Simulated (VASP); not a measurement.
An input for Ansatz (written as the equivalent of a VASP run, and not itself run):

Ansatz 0.2 input:
```yaml
crystal:
  lattice:
    - [0.0000000, 2.5428505, 2.5428505]
    - [2.5428505, 0.0000000, 2.5428505]
    - [2.5428505, 2.5428505, 0.0000000]
  atoms:
    - { symbol: Cd, position: [0.0000000, 0.0000000, 0.0000000] }
    - { symbol: F, position: [0.2500000, 0.2500000, 0.2500000] }
    - { symbol: F, position: [0.7500000, 0.7500000, 0.7500000] }
kpoints:
  mp_grid: { grid: [8, 8, 8] }
hamiltonian:
  xc: pbesol
  pseudopotentials: { kind: paw }
scf:
  occupations: { method: gaussian, width: 0.05 }
  max_iter: 100
relax:
  max_steps: 40
  f_tol: 0.02
  cell: { p_target: 45 }
output: { forces: true, stress: true, eigenvalues: true }
```

Task: Write the VASP files for the same calculation (PBEsol).

Result: This is not unique; one that fits is 
### INCAR
```
ALGO  =  Normal
EDIFF  =  1E-6
EDIFFG  =  -0.02
ENCUT  =  620
GGA  =  PS
IBRION  =  2
ISIF  =  3
ISMEAR  =  0
LASPH  =  .True.
LCHARG  =  .False.
LMAXMIX  =  4
LREAL  =  .False.
LWAVE  =  .False.
NELM  =  100
NSW  =  40
PREC  =  Accurate
PSTRESS  =  450
SIGMA  =  0.05
SYSTEM  =  CdF2
```

POSCAR:
```
CdF2
1
    0.0000000000     2.5428504950     2.5428504950
    2.5428504950     0.0000000000     2.5428504950
    2.5428504950     2.5428504950     0.0000000000
Cd F
1 2
Direct
  0.0000000000   0.0000000000   0.0000000000
  0.2500000000   0.2500000000   0.2500000000
  0.7500000000   0.7500000000   0.7500000000
```

KPOINTS:
```
K-points
0
gamma
 8 8 8
0 0 0
```

POTCAR, in this order: Cd F (PBE.64 set). Program: vasp_std.

Limits of the translation: each code has its own PAW files, so the cut-off isn't converted (ENCUT is set for VASP's; basis.ecutwfc is left out, and Ansatz then takes the one that its files recommend); Ansatz stops its SCF on the density residual and VASP on the energy change (EDIFF).

The compound is CdF2 in the fluorite structure. This run relaxes it under an external pressure of 45 GPa. Symmetry was kept, so distortions that lower it aren't found.
